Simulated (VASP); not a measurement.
Consider the following.

```xyz
6
Lattice="4.6577 -2.5843 -0.6221 4.6577 2.5843 -0.6221 -3.9313 0.0000 5.9508" Properties=species:S:1:pos:R:3 pbc="T T T"
Mg     5.2468    -0.6368     0.6612
Mg     0.1372     0.6368     4.0454
Mg     2.1029    -0.6368     1.0699
Mg     3.2812     0.6368     3.6367
Sn     1.7092    -1.9500     3.8410
Sn     3.6749     1.9500     0.8656
```

Method: LDA (Ceperley-Alder, Perdew-Zunger), VASP's LDA PAW potentials (set 64) (plane waves; VASP 6.6.1). Run with 400 eV cut-off, Gaussian smearing of 0.050 eV, potentials Mg Sn_d.

Problem. Give the energies of bands 12 to 21 at the high-symmetry points, in eV from the Fermi level.

Solution. 
| band | Γ | C | Y2 | M2 | D | A | V2 |
|---|---|---|---|---|---|---|---|
| 12 | -6.33 | -7.49 | -7.87 | -8.33 | -7.97 | -8.64 | -7.40 |
| 13 | -3.73 | -5.08 | -5.45 | -3.23 | -5.29 | -2.36 | -5.27 |
| 14 | -2.59 | -5.06 | -5.43 | -3.23 | -5.29 | -2.36 | -4.06 |
| 15 | -1.48 | -4.91 | -3.09 | -2.75 | -1.63 | -2.26 | -3.44 |
| 16 | -1.46 | -1.68 | -3.06 | -2.75 | -1.63 | -2.26 | -2.53 |
| 17 | -1.29 | -0.57 | 1.13 | -1.80 | -0.98 | -0.97 | -1.56 |
| 18 | -0.66 | 0.30 | 1.18 | -1.80 | -0.98 | -0.97 | -0.76 |
| 19 | -0.40 | 0.79 | 1.39 | -0.53 | 0.85 | -0.35 | 0.71 |
| 20 | -0.23 | 1.66 | 1.47 | -0.53 | 0.85 | -0.35 | 1.54 |
| 21 | 0.12 | 3.58 | 3.01 | 3.62 | 1.42 | 2.37 | 3.01 |

It has no gap at this level: it comes out as a metal or semimetal.

The structure comes from a computed database's Mg2Sn entry (C2/c); how it stands against other phases isn't given here. It was relaxed first, which changed the volume by -9 %.
